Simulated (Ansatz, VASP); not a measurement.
# Cross-check of Te2Mo between VASP and Ansatz

Aim: how closely do two programs agree when they are given the same cell, functional and k mesh? The cell is taken from a series of runs on this material, whose earlier steps may have relaxed, scaled, displaced or heated it; both programs get it as it stands.

Calculated with Ansatz 0.2.0; plane waves, with VASP 6.6.1 beside it; G0W0 gap at LDA.

## 1. The starting structure

It takes space group P6_3/mmc (No. 194, hexagonal). The conventional cell has a = 3.518 Å, b = 3.518 Å, c = 13.974 Å, α = 90.00°, β = 90.00°, γ = 120.00°. Te has 3 Mo at 2.72 Å nearest. Nearest to Mo lie 6 Te at 2.72 Å. Farther neighbours and most contacts between anions are not listed.

## 2. Ansatz: G0W0 gap, LDA

Ansatz runs on its PAW soft_1 files.

Quasiparticle shifts depend on high empty states and on the cores, so they are the hardest test of two PAW sets.

Input file input.yaml:

```yaml
crystal:
  lattice:
    - [3.5182, 0.0, 0.0]
    - [-1.7591, 3.0468505756, 0.0]
    - [0.0, 0.0, 13.9736]
  atoms:
    - { symbol: Te, position: [0.3333333333, 0.6666666667, 0.621] }
    - { symbol: Te, position: [0.6666666667, 0.3333333333, 0.121] }
    - { symbol: Te, position: [0.3333333333, 0.6666666667, 0.879] }
    - { symbol: Te, position: [0.6666666667, 0.3333333333, 0.379] }
    - { symbol: Mo, position: [0.3333333333, 0.6666666667, 0.25] }
    - { symbol: Mo, position: [0.6666666667, 0.3333333333, 0.75] }
kpoints:
  mp_grid: { grid: [6, 6, 2] }
hamiltonian:
  xc: lda
  pseudopotentials: { kind: paw, azcp: { folder: soft_1 }, xc_functional: pbe }
scf:
  occupations: { method: fixed }
gw:
  n_empty_bands: 340
  ecut_chi: 100
  qp_bands: [v2, c2]
  qp_kpoints: band_edges
  screening: { model: contour_deformation }
```

Command:

```
$ ansatz run input.yaml --threads 2 --pin off --max-ram 73728MiB --backend cuda --events-out ev --progress --plain --runs-dir out --devices 1 --max-vram 13GiB
```

Numbers of over 12 decimals in the logs are rounded to 6 here.

The program printed:

```text
GPUs: using 1 of 1 available (devices: 1).
Engine: ansatz 0.2.0, x86_64-unknown-linux-gnu
Pseudopotentials: kind: paw
Pseudopotential: Te, paw, valence charge 16, recommended cutoff 420 eV (normal), soft_1/Te.paw.azcp
Pseudopotential: Mo, paw, valence charge 14, recommended cutoff 420 eV (normal), soft_1/Mo.paw.azcp
Functional definition: SPW92
  exchange = slater_x
  correlation = pw_c
device memory: the entry about to start is reckoned to put 1.9 GiB on a device that reports 51.5 GiB free (of which the cap on the GPU budget leaves the run 13.0 GiB)
GPU FFT provider: cuFFT
GPU libraries: cuBLAS 13.8.2, cuFFT 12.4.0, cuSOLVER 12.3.4
Crystal: 6 atoms, lattice volume = 149.789 Å³
Basis set: ecut = 420 eV, 2909 PW (Γ)
Bands: 56, of which v1, the nominal top of the filled ones, is band 46 counted from 1 (45 counted from 0)
Symmetry: 24 space group operations
Space group: P63/mmc (ITA 194), of the structure as read, at distance tolerance 5.3e-5 Å
k-points: 14 of 72
Non-local potential: Te, projectors of the file, l = 0: 2, l = 1: 2, l = 2: 2, l = 3: 1
Non-local potential: Mo, projectors of the file, l = 0: 3, l = 1: 2, l = 2: 2, l = 3: 1
PAW form: soft (Blöchl's): semilocal exchange-correlation on the pseudo side does not see the compensation charge
PAW frozen core: Te, regenerated for the run's functional, and the local potential with it (the file was generated under x = pbe(κ = 0.804, μ = 0.219515), c = pbe(β = 0.066725))
PAW frozen core: Mo, regenerated for the run's functional, and the local potential with it (the file was generated under x = pbe(κ = 0.804, μ = 0.219515), c = pbe(β = 0.066725))
PAW one-centre angular grid: Te, 590 points (default); XC on 64 Gauss nodes
PAW one-centre angular grid: Mo, 590 points (default); XC on 64 Gauss nodes
Initial density: superposition of atomic densities (chi_scale 0.1, normalization cell, long waves kept (reshape's long-wave potential 0.01 eV rms))
Initial wavefunctions: pseudopotential atomic-orbital guess
GPU buffer pool allocated for 55296 grid points (all kernels)
GPU transforms: local potential and band sums: pruned to the plane-wave sphere, on 24×24×96
Functional: x = slater, c = lda
SCF iter   1: F=—  HF=-36998.302292 eV  |F-HF|=—  |Δ(HF+E_count)|=         —  Δρ=5.69e-2  dr2=7.11e0  ethr=3.10e-3  ⟨swp⟩=5.0  Hψ=2548  notcnv=0  defer=95
preconditioner: auto → Resta (q_TF=auto, 2.515 Å⁻¹)  ε∞=6.3  [insulator: Δε(μ)=0.750 eV  Ē_g=7.884 eV  n_scr=52 (ndim 8)  ℏωp=18.2 eV  f_vac=0.007  ε∞_Penn≈6.3]
SCF iter   2: F=—  HF=-36996.988332 eV  |F-HF|=—  |Δ(HF+E_count)|=    1.31e0  Δρ=2.16e-2  dr2=2.67e0  ethr=3.10e-3  ⟨swp⟩=3.0  Hψ=1391  notcnv=0  defer=95
SCF iter   3: F=—  HF=-36996.685054 eV  |F-HF|=—  |Δ(HF+E_count)|=   3.03e-1  Δρ=1.38e-2  dr2=4.25e-1  ethr=2.91e-3  ⟨swp⟩=2.0  Hψ=874  notcnv=0  defer=88
SCF iter   4: F=—  HF=-36996.561775 eV  |F-HF|=—  |Δ(HF+E_count)|=   1.23e-1  Δρ=1.86e-3  dr2=7.27e-3  ethr=4.62e-4  ⟨swp⟩=2.3  Hψ=1071  notcnv=0  defer=105
SCF iter   5: F=—  HF=-36996.561223 eV  |F-HF|=—  |Δ(HF+E_count)|=   5.52e-4  Δρ=6.52e-4  dr2=1.06e-3  ethr=7.90e-6  ⟨swp⟩=2.0  Hψ=1119  notcnv=0  defer=109
SCF iter   6: F=—  HF=-36996.561096 eV  |F-HF|=—  |Δ(HF+E_count)|=   1.27e-4  Δρ=1.92e-4  dr2=1.18e-4  ethr=1.15e-6  ⟨swp⟩=2.0  Hψ=979  notcnv=0  defer=110
SCF iter   7: F=—  HF=-36996.561093 eV  |F-HF|=—  |Δ(HF+E_count)|=   2.76e-6  Δρ=4.74e-5  dr2=4.35e-6  ethr=1.28e-7  ⟨swp⟩=2.6  Hψ=1130  notcnv=0  defer=76
SCF iter   8: F=—  HF=-36996.561094 eV  |F-HF|=—  |Δ(HF+E_count)|=   1.08e-6  Δρ=1.33e-5  dr2=2.89e-7  ethr=4.73e-9  ⟨swp⟩=3.0  Hψ=1388  notcnv=0  defer=40
SCF iter   9: F=-36996.561094 eV  HF=-36996.561094 eV  |F-HF|=5.11e-9  |Δ(HF+E_count)|=   4.02e-8  Δρ=3.64e-6  dr2=1.64e-8  ethr=1.09e-10  ⟨swp⟩=11.4  Hψ=3034  notcnv=0
SCF 1 converged in 9 iterations: F = -36996.561094 eV  dr2 = 1.64e-8
  greatest PAW one-centre occupation: 0.999 electrons in one spin orbital (limit 2), on the Te atom at site 3 (counted from 0), in its partial waves of l = 2
device memory: the entry about to start is reckoned to put 2.3 GiB (of the 2.3 GiB reckoned in all, the device holds 0.1 GiB already) on a device that reports 51.5 GiB free (of which the cap on the GPU budget leaves the run 13.0 GiB)
NSCF: frozen V_eff on 14 k-points
the band table was solved once the SCF had ended and its energy, with any forces and stress, was formed, with the checks that follow a solve (3188 applications of the Hamiltonian). They found nothing against the state; the energy, forces and stress were not computed again (output.eigenvalues in the input reference)
device memory: the entry about to start is reckoned to put 3.2 GiB on a device that reports 57.9 GiB free (of which the cap on the GPU budget leaves the run 13.0 GiB)
NSCF: frozen V_eff on 14 k-points
G₀W₀ screening: q 1/14
[... further progress lines ...]
SCF converged after 9 iterations
Free energy (F): -36996.561094 eV
Harris-Foulkes:  -36996.561094 eV  (|F-HF|=5.11e-9)
Internal energy: -36996.561094 eV  (E = F + TS)
E sigma→0 (E₀):  -36996.561094 eV
Fermi energy:    12.144025 eV
--- Per-component energies (eV) ---
  E_band       = -1168.079686
  E_kinetic    = 1541.769356
  E_local      = -8878.228222  (includes V_loc(G=0)·N_el)
  E_nonlocal   = 597.428113
  E_hartree    = 4173.312915
  E_xc         = -839.282432
  E_vxc        = -850.199547  (∫ρ·V_xc dr)
  E_paw        = -24278.599800  (= ΣΔE_a)
  E_vpaw       = -1925.474277  (= ΣTr[D̂ρ^β])
  E_aug_tail   = 0.000391  (compensation charges beyond the density's cutoff)
  E_ewald      = -9316.621616
  E_core_change = 3.660200  (= ΣΔE_core)
  E_smearing   = -0.000000  (= −TS)
  E_closure    = -0.000000  (closes the sum)
  Σ components = -36996.561094   (vs F -36996.561094, Δ=0.00e0)
--- Band table (eV; the first three rows and the last of 14) ---
  k-point 0: bands = [... 42 lower, 11.1285, 11.1285, 11.8308, 12.1440, 15.0257, 15.0257, 15.1576, 15.1576, ... 6 higher]
  k-point 1: bands = [... 42 lower, 11.1109, 11.1109, 12.0657, 12.0657, 15.0630, 15.0630, 15.0630, 15.0630, ... 6 higher]
  k-point 2: bands = [... 42 lower, 10.9206, 11.1534, 11.6980, 11.8720, 13.9096, 14.1834, 14.2234, 14.4606, ... 6 higher]
  k-point 13: bands = [... 42 lower, 10.1563, 10.1563, 11.9200, 11.9200, 13.1035, 13.1035, 13.7601, 13.7601, ... 6 higher]
--- G₀W₀: contour deformation, 7 samples at zero and on the imaginary axis and 1 off it, 72 q-points, 340 empty bands' worth ---
  eigenvalues of the whole cell's RPA ε∞ on this k-mesh (on a slab, of 1 + 4πα/V) = 11.0283, 20.0666, 20.0666; static W/v taken at q = 0 is 0.052865
  gw.qp_kpoints: band_edges: 13 of 14 stored k-points solved, in 1 pass; an edge of the gap read off the rows below is read off those points alone
    valence top: of the k-points left out ik 5 came nearest to being solved in a further pass, in band 46 (counted from 1, as in the quasiparticle table): it holds the edge there only if its correction is more favourable than any solved in that band by at least 0.784 eV; those differ by 0.424 eV
    conduction bottom: of the k-points left out ik 5 came nearest to being solved in a further pass, in band 47 (counted from 1, as in the quasiparticle table): it holds the edge there only if its correction is more favourable than any solved in that band by at least 0.515 eV; those differ by 0.224 eV
    ik  band        ε_KS         Σx   Σc(E_QP)       V_xc       Z   E_QP_lin       E_QP  E_QP is
     0    45     11.8308   -16.2679     1.0972   -15.0807  0.7660    11.7406    11.7408  root
     0    46     12.1440   -18.8191     0.3397   -18.7943  0.7257    12.4577    12.4589  root
     0    47     15.0257   -12.6839    -4.0759   -17.2139  0.7294    15.4868    15.4797  root
     0    48     15.0257   -12.6839    -4.0759   -17.2139  0.7294    15.4868    15.4797  root
     1    45     12.0657   -18.2178     0.5355   -17.9079  0.7345    12.2906    12.2913  root
     1    46     12.0657   -18.2178     0.5355   -17.9079  0.7345    12.2906    12.2913  root
     1    47     15.0630   -12.6592    -4.1027   -17.2073  0.7271    15.5152    15.5084  root
     1    48     15.0630   -12.6592    -4.1027   -17.2073  0.7271    15.5152    15.5084  root
     2    45     11.6980   -18.6344     0.6476   -18.2767  0.7232    11.9865    11.9879  root
     2    46     11.8720   -16.3466     1.0277   -15.2523  0.7665    11.8053    11.8054  root
     2    47     13.9096   -13.0897    -4.0008   -17.5732  0.7285    14.4010    14.3922  root
     2    48     14.1834   -13.5637    -4.0526   -18.1970  0.7407    14.7744    14.7640  root
     3    45     11.7473   -17.9073     0.7628   -17.3250  0.7367    11.9272    11.9278  root
     3    46     11.7473   -17.9073     0.7628   -17.3250  0.7367    11.9272    11.9278  root
     3    47     14.0722   -13.3204    -4.0331   -17.8562  0.7285    14.5846    14.5748  root
     3    48     14.0722   -13.3204    -4.0331   -17.8562  0.7285    14.5846    14.5748  root
     4    45     11.2412   -17.9207     1.1718   -16.8870  0.7311    11.3788    11.3793  root
     4    46     11.3877   -18.2673     1.0348   -17.4159  0.7309    11.5704    11.5711  root
     4    47     13.2378   -14.0176    -3.9994   -18.5826  0.7211    13.8121    13.8034  root
     4    48     13.6281   -14.3823    -3.9046   -18.8214  0.7185    14.1720    14.1625  root
     6    45     11.5408   -16.5962     1.0709   -15.5277  0.7542    11.5432    11.5432  root
     6    46     11.8317   -17.0614     0.9218   -16.1874  0.7559    11.8795    11.8795  root
     6    47     13.3996   -16.0324    -4.1566   -20.8580  0.7015    14.0835    14.0686  root
     6    48     13.4578   -15.7684    -4.1952   -20.6151  0.7026    14.1239    14.1093  root
[...]
12    45     11.8233   -17.8208     0.3589   -17.7758  0.7173    12.1358    12.1372  root
    12    46     12.0652   -18.5409     0.1956   -18.7030  0.7173    12.4214    12.4229  root
    12    47     13.0968   -15.3133    -3.9546   -19.8823  0.7101    13.7213    13.7113  root
    12    48     13.0968   -15.3133    -3.9546   -19.8823  0.7101    13.7213    13.7113  root
    13    45     11.9200   -18.0356     0.2720   -18.0956  0.7179    12.2504    12.2519  root
    13    46     11.9200   -18.0356     0.2720   -18.0956  0.7179    12.2504    12.2519  root
    13    47     13.1035   -15.3082    -3.9580   -19.8796  0.7102    13.7268    13.7169  root
    13    48     13.1035   -15.3082    -3.9580   -19.8796  0.7102    13.7268    13.7169  root
```

The column dr2 measures how far the density is from self-consistency, as an energy; F and HF (Harris–Foulkes) agree once it is small.

[end of part 1 of 2]

[Lines on the potential files, build, host, timing and source positions are cut from VASP's logs without a mark.]

[Logs are printed without paths, hosts, clocks, repeated set-up lines and the standing remarks that a program may print on its own settings, such as how far it seeks lower states.]

[Hosts, paths, dates, database ids (printed as entryN), source tags and the programs' standing remarks are cut or masked in the printed files.]
